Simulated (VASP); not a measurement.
Input:

```
CELL_PARAMETERS angstrom
      2.83939     0.00000     0.00000
      0.00000     2.83939     0.00000
      0.00000     0.00000     2.83939
ATOMIC_POSITIONS crystal
  Al 0.50000 0.50000 0.50000
  Ni 0.00000 0.00000 0.00000
```

Level of theory: PBE GGA, VASP's PBE PAW potentials (set 64) (plane waves; VASP 6.6.1). Settings: 500 eV cut-off, 13×13×13 Γ-centred mesh, first-order Methfessel-Paxton smearing of 0.10 eV, potentials Al Ni.

Energy and stress use the plane-wave basis of the starting cell.

### Question
The ions, cell shape and volume at an external pressure of 20.0 GPa are relaxed. Predict the relaxed structure.

### Answer

```
CELL_PARAMETERS angstrom
      2.79757     0.00000     0.00000
      0.00000     2.79757     0.00000
      0.00000     0.00000     2.79757
ATOMIC_POSITIONS crystal
  Al 0.50000 0.50000 0.50000
  Ni 0.00000 0.00000 0.00000
```
Space group Pm-3m (221), at a tolerance of 0.03 Å.

### Question
How do energy and volume change from the first to the last step?

### Answer
The energy (σ→0) changes by +45.8 meV/atom and the volume by -4.4 %, in 3 ionic steps.

The compound is NiAl in the CsCl type structure. This run relaxes it under an external pressure of 20 GPa. Symmetry was kept, so distortions that lower it aren't found. The run is not spin-polarised, so no magnetic state was tried. The electron count is odd and the run is not spin-polarised, which forces a metal.
